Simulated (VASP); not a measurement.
**Bi (relaxed from the hcp structure, space group P6_3/mmc): computed properties**

Level of theory: PBEsol GGA, VASP's PBE PAW potentials (set 64) (plane waves; VASP).

| Property | Result |
|---|---|
| space group | P6_3/mmc (194) |
| cell | a = b = 3.4646 Å, c = 5.7570 Å, α = β = 90.00°, γ = 120.00° |
| volume per atom | 29.92 Å^3/atom |
| band gap (over mesh and band path) | none (metal, semimetal or under 0.01 eV) |
| density | 11.60 g/cm³ |

```xyz
2
Lattice="3.4646 0.0000 0.0000 -1.7323 3.0004 0.0000 0.0000 0.0000 5.7570" Properties=species:S:1:pos:R:3 pbc="T T T"
Bi     0.0000     2.0003     1.4392
Bi     1.7323     1.0001     4.3177
```

Unless said otherwise, spin-orbit coupling is left out, though it shifts the bands of the heavy elements here.

The structure was generated: Bi was put into the hcp type (P6_3/mmc), which need not be its known phase. It was relaxed first, which changed the volume by -6 %. Symmetry was kept, so distortions that lower it aren't found.
